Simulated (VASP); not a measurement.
Data:

```xyz
12
Lattice="5.5228 0.0000 0.0000 0.0000 3.2986 0.0000 0.0000 0.0000 6.4326" Properties=species:S:1:pos:R:3 pbc="T T T"
Hf     4.1573     0.8246     0.7062
Hf     1.3655     2.4739     5.7264
Hf     4.1269     2.4739     3.9224
Hf     1.3959     0.8246     2.5101
O      5.3932     2.4739     2.1870
O      0.1296     0.8246     4.2455
O      2.8910     0.8246     5.4033
O      2.6318     2.4739     1.0292
O      4.7496     2.4739     5.9504
O      0.7732     0.8246     0.4821
O      3.5346     0.8246     2.7341
O      1.9882     2.4739     3.6984
```

All values below come from r2SCAN meta-GGA, VASP's PBE PAW potentials (set 64) (plane waves; VASP 6.6.1). Run with 520 eV cut-off, 5×8×4 Γ-centred mesh, tetrahedra with Blöchl corrections, potentials Hf_pv O.

Unless said otherwise, spin-orbit coupling is left out, though it shifts the bands of the heavy elements here.

Q: Estimate the energy per atom (σ→0), band gap (over mesh and band path) with the smallest direct gap where there is one.

A: 
The band gap (over mesh and band path) is 3.93 eV, the smallest direct gap (over mesh and band path) is 3.93 eV and the energy per atom (σ→0) is -22.812 eV/atom.

The absolute energy has meaning only against runs of the same code, potentials and settings.

The structure comes from a computed database's HfO2 entry (Pnma); how it stands against other phases isn't given here. It was relaxed first.
